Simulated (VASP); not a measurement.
Method: TPSS meta-GGA, VASP's PBE PAW potentials (set 64) (plane waves; VASP).

Input for VASP

INCAR:
```
ALGO=Normal
EDIFF=1E-7
ENCUT=520
ISIF=2
ISMEAR=-5
LASPH=.TRUE.
LCHARG=.FALSE.
LMAXMIX=4
LMIXTAU=.TRUE.
LORBIT=11
LREAL=.FALSE.
LWAVE=.FALSE.
METAGGA=TPSS
NEDOS=601
NELM=100
PREC=Accurate
SYSTEM=GaN
```

### POSCAR
```
GaN
1
    0.0000000000     2.2648620863     2.2648620863
    2.2648620863    -0.0000000000     2.2648620863
    2.2648620863     2.2648620863     0.0000000000
Ga N
1 1
Direct
  0.0000000000   0.0000000000   0.0000000000
  0.2500000000   0.2500000000   0.2500000000
```

File KPOINTS_OPT:
```
k-points along high-symmetry lines
10
Line-mode
Reciprocal
  0.000000   0.000000   0.000000 ! GAMMA
 -0.500000  -0.500000   0.000000 ! X

 -0.500000  -0.500000   0.000000 ! X
 -0.375000  -0.375000   0.250000 ! U

 -0.375000   0.000000   0.375000 ! K
  0.000000   0.000000   0.000000 ! GAMMA

  0.000000   0.000000   0.000000 ! GAMMA
  0.000000   0.000000   0.500000 ! L

  0.000000   0.000000   0.500000 ! L
 -0.500000  -0.250000   0.250000 ! W

 -0.500000  -0.250000   0.250000 ! W
 -0.500000  -0.500000   0.000000 ! X
```

KPOINTS:
```
Regular mesh
0
G
  11 11 11
0 0 0
```

POTCAR, in this order: Ga_d N (PBE.64 set). Program: vasp_std.

The run wrote:

**OUTCAR**
```
 ion  position               nearest neighbor table
   1  0.000  0.000  0.000-   2 1.96   2 1.96   2 1.96   2 1.96
   2  0.250  0.250  0.250-   1 1.96   1 1.96   1 1.96   1 1.96
  LATTYP: Found a face centered cubic cell.
 ALAT       =     4.5297241726
 Subroutine PRICEL returns:
 Original cell was already a primitive cell.
 Subroutine GETGRP returns: Found 24 space group operations
The static configuration has the point symmetry T_d .
The dynamic configuration has the point symmetry T_d .
 Subroutine INISYM returns: Found 24 space group operations
 Subroutine IBZKPT returns following result:
 Found     56 irreducible k-points:

 Following reciprocal coordinates:
            Coordinates               Weight
  0.000000  0.000000  0.000000      1.000000
  0.090909  0.000000  0.000000      8.000000
  0.181818  0.000000  0.000000      8.000000
  0.272727  0.000000  0.000000      8.000000
  0.363636  0.000000  0.000000      8.000000
  0.454545  0.000000  0.000000      8.000000
  0.090909  0.090909  0.000000      6.000000
  0.181818  0.090909  0.000000     24.000000
  0.272727  0.090909  0.000000     24.000000
  0.363636  0.090909  0.000000     24.000000
  0.454545  0.090909  0.000000     24.000000
 -0.454545  0.090909  0.000000     24.000000
 -0.363636  0.090909  0.000000     24.000000
 -0.272727  0.090909  0.000000     24.000000
 -0.181818  0.090909  0.000000     24.000000
 -0.090909  0.090909  0.000000     12.000000
  0.181818  0.181818  0.000000      6.000000
  0.272727  0.181818  0.000000     24.000000
  0.363636  0.181818  0.000000     24.000000
  0.454545  0.181818  0.000000     24.000000
 -0.454545  0.181818  0.000000     24.000000
 -0.363636  0.181818  0.000000     24.000000
 -0.272727  0.181818  0.000000     24.000000
 -0.181818  0.181818  0.000000     12.000000
...
```

File OSZICAR:
```
       N       E                     dE             d eps       ncg     rms          rms(c)
DAV:   1     0.765145904649E+02    0.76515E+02   -0.97935E+03  1562   0.247E+03
DAV:   2    -0.135059722865E+02   -0.90021E+02   -0.86437E+02  1626   0.355E+02
DAV:   3    -0.195244411073E+02   -0.60185E+01   -0.59851E+01  1696   0.834E+01
DAV:   4    -0.196058468995E+02   -0.81406E-01   -0.81355E-01  1722   0.104E+01
DAV:   5    -0.196068049202E+02   -0.95802E-03   -0.95800E-03  1667   0.104E+00    0.641E+00
DAV:   6    -0.220715365263E+02   -0.24647E+01   -0.51475E+00  1806   0.382E+01    0.387E+00
DAV:   7    -0.218975519712E+02    0.17398E+00   -0.13068E+00  2170   0.189E+01    0.114E+00
DAV:   8    -0.220109139905E+02   -0.11336E+00   -0.31141E-01  1456   0.555E+00    0.917E-01
DAV:   9    -0.211893098354E+02    0.82160E+00   -0.65762E+04  1456   0.106E+06    0.439E-01
DAV:  10    -0.219926817500E+02   -0.80337E+00   -0.76702E-01  1456   0.139E+01    0.128E-01
DAV:  11    -0.220102147058E+02   -0.17533E-01   -0.13825E-02  1476   0.170E+00    0.502E-02
DAV:  12    -0.220085104370E+02    0.17043E-02   -0.47904E-04  1684   0.334E-01    0.440E-02
DAV:  13    -0.220105366774E+02   -0.20262E-02   -0.75995E-04  1476   0.435E-01    0.272E-02
DAV:  14    -0.220106608581E+02   -0.12418E-03   -0.11061E-04  1806   0.128E-01    0.280E-02
DAV:  15    -0.220106614494E+02   -0.59134E-06   -0.31786E-06  1520   0.219E-02    0.283E-02
DAV:  16    -0.220106630091E+02   -0.15597E-05   -0.57843E-06  1536   0.268E-02    0.209E-02
DAV:  17    -0.220106672900E+02   -0.42809E-05   -0.19151E-05  1624   0.816E-02    0.566E-03
DAV:  18    -0.220106667088E+02    0.58116E-06   -0.43096E-06  1622   0.224E-02    0.933E-03
DAV:  19    -0.220106666131E+02    0.95662E-07   -0.65611E-08  1008   0.330E-03
   1 F= -.22010667E+02 E0= -.22010667E+02  d E =0.000000E+00
       N       E                     dE             ncg
       N       E                     dE             ncg
```

### OUTCAR
```
------------------------ aborting loop because EDIFF is reached ----------------------------------------
  FORCE on cell =-STRESS in cart. coord.  units (eV):
  Direction    XX          YY          ZZ          XY          YZ          ZX
  --------------------------------------------------------------------------------------
  Total       -0.0110777     -0.0110777     -0.0110777      0.0000000      0.0000000      0.0000000
  in kB       -0.7638438     -0.7638438     -0.7638438      0.0000000      0.0000000      0.0000000
  external PRESSURE =      -0.7638438 kB  Pullay stress =       0.0000000 kB
  volume of cell :       23.24
      direct lattice vectors                 reciprocal lattice vectors
     0.000000000  2.264862086  2.264862086    -0.220763994  0.220763994  0.220763994
     2.264862086  0.000000000  2.264862086     0.220763994 -0.220763994  0.220763994
     2.264862086  2.264862086  0.000000000     0.220763994  0.220763994 -0.220763994
  FREE ENERGIE OF THE ION-ELECTRON SYSTEM (eV)
  ---------------------------------------------------
  free  energy   TOTEN  =       -22.0106666131 eV

  energy  without entropy=      -22.0106666131  energy(sigma->0) =      -22.01066661

 total charge

# of ion       s       p       d       tot
------------------------------------------
    1        0.767   0.857  10.178  11.802
    2        1.237   2.521   0.000   3.758
--------------------------------------------------
tot          2.004   3.377  10.178  15.560
```
(Selected blocks of OUTCAR.)

The compound is GaN in the zinc blende structure, a metastable form; wurtzite is the usual one. It was relaxed first.
